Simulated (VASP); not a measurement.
Consider the following.

```
PtS2
1.0
    1.81120    -3.13709     0.00000
    1.81120     3.13709     0.00000
    0.00000     0.00000     4.91662
Pt S
1 2
Direct
  0.00000   0.00000   0.00000
  0.33333   0.66667   0.25079
  0.66667   0.33333   0.74921
```

Method: rev-vdW-DF2, VASP's PBE PAW potentials (set 64) (plane waves; VASP). Run with 520 eV cut-off, 7×7×5 Γ-centred mesh, Gaussian smearing of 0.050 eV, potentials Pt S.

The ions and cell shape at fixed volume are relaxed. Which structure does the run end with?

```
PtS2
1.0
    1.79301    -3.10559     0.00000
    1.79301     3.10559     0.00000
    0.00000     0.00000     5.01686
Pt S
1 2
Direct
  0.00000   0.00000   0.00000
  0.33333   0.66667   0.24416
  0.66667   0.33333   0.75584
```
Space group P-3m1 (164), at a tolerance of 0.03 Å.

How much energy does the relaxation gain?

The energy (σ→0) changes by -5.4 meV/atom, in 6 ionic steps.

```csv
step,E(σ→0) (eV),max force (eV/Å),pressure (GPa),volume (Å³)
1,-10.7715,0.324,-3.81,55.87
2,-10.7818,0.159,-2.56,55.87
3,-10.7864,0.039,-1.05,55.87
4,-10.7864,0.054,-0.93,55.87
5,-10.7875,0.022,-0.77,55.87
6,-10.7877,0.002,-0.68,55.87
```

The compound is PtS2 in the 1T layered structure. This cell is one point of a volume scan, at 1.03 of the reference volume. Symmetry was kept, so distortions that lower it aren't found.
